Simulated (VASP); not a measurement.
Crystal: GaB3As4.

```
CELL_PARAMETERS angstrom
0.00000 2.51015 -2.51015
-2.51015 -5.02030 -2.51015
-5.02030 2.51015 2.51015
ATOMIC_POSITIONS crystal
Ga 0.75000 0.50000 0.25000
B 0.00000 0.00000 0.00000
B 0.25000 0.50000 0.75000
B 0.50000 0.00000 0.50000
As 0.93750 0.87500 0.31250
As 0.18750 0.37500 0.06250
As 0.43750 0.87500 0.81250
As 0.68750 0.37500 0.56250
```

The cell comes from a database or a generator and needn't be the stable form of this composition.

- Program: VASP 6.6.1
- Task: relaxation of cell and atoms
- Functional: PBEsol
- Potentials or basis: VASP PAW PBE potentials, release 64 (Ga_d, B, As)
- Cutoff: 600 eV
- k mesh: 3 × 3 × 2
- Occupations: gaussian, width 0.02 eV
- Spin: no spin polarisation

At the start: pressure 2.9 GPa; volume 15.82 Å³/atom.

Where does the relaxation end?

Over 14 steps the energy falls by 176.5 meV/atom and the volume is 15.69 Å³/atom (-0.8 %); space group Cm (No. 8, to 0.05 Å).

The path:
| step | energy change (eV) | largest force (eV/Å) | pressure (GPa) | volume (Å³) |
| --- | --- | --- | --- | --- |
| 1 | 0.0000 | 4.8997 | 2.86 | 126.53 |
| 2 | -1.2111 | 0.8057 | -4.89 | 131.76 |
| 3 | -1.2353 | 0.7450 | -4.28 | 131.04 |
| 4 | -1.3598 | 0.6092 | 2.01 | 123.64 |
| 5 | -1.3652 | 0.5955 | 0.85 | 124.83 |
| 6 | -1.4002 | 0.1953 | 0.48 | 125.04 |
| 7 | -1.4026 | 0.2185 | 0.38 | 125.10 |
| 8 | -1.4079 | 0.1909 | -0.31 | 125.83 |
| 9 | -1.4081 | 0.1637 | -0.19 | 125.71 |
| 10 | -1.4105 | 0.0597 | -0.07 | 125.56 |
| 11 | -1.4109 | 0.0870 | 0.01 | 125.46 |
| 12 | -1.4115 | 0.0336 | 0.02 | 125.44 |
| 13 | -1.4115 | 0.0340 | 0.03 | 125.44 |
| 14 | -1.4116 | 0.0183 | -0.03 | 125.50 |

Final structure:
```
Ga B As
1.0
     0.00000    2.51776   -2.51776
    -2.49782   -4.99614   -2.47838
    -5.00219    2.49366    2.49366
Ga B As
1 3 4
Direct
  0.75169 0.50337 0.25051
  0.99582 0.99163 0.98904
  0.24840 0.49680 0.75020
  0.50536 0.01073 0.51125
  0.95822 0.91645 0.32010
  0.17463 0.34926 0.02752
  0.43094 0.86188 0.81126
  0.68494 0.36987 0.59012
```

Caveat: the k mesh is coarse (spacing up to 0.62 Å⁻¹), so the values aren't converged; the PAW data sets were made with another functional, which shifts forces and pressure a little.
